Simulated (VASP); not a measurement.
```
CELL_PARAMETERS angstrom
      3.25000     0.00000     0.00000
      0.00000     3.25000     0.00000
      0.00000     0.00000     3.25000
ATOMIC_POSITIONS crystal
  In 0.50000 0.50000 0.50000
  Pd 0.00000 0.00000 0.00000
```

These are PBE GGA, VASP's PBE PAW potentials (set 64) (plane waves; VASP 6.6.1) values and carry that method's errors. Settings: 400 eV cut-off, 9×9×9 Γ-centred mesh, first-order Methfessel-Paxton smearing of 0.10 eV, potentials In_d Pd.

Unless said otherwise, spin-orbit coupling is left out, though it shifts the bands of the heavy elements here.

Q: Predict the energy per atom (σ→0), pressure, band gap (on the k-mesh) with the smallest direct gap where there is one.

A: 
| Quantity | Value |
|---|---|
| band gap (on the k-mesh) | none (metal, semimetal or under 0.01 eV) |
| energy per atom (σ→0) | -4.351 eV/atom |
| pressure | 6.37 GPa |

Total energies compare only between runs with the same potentials, cut-off and functional.

The compound is PdIn in the CsCl type structure. The cell was not relaxed at this level. The electron count is odd and the run is not spin-polarised, which forces a metal.
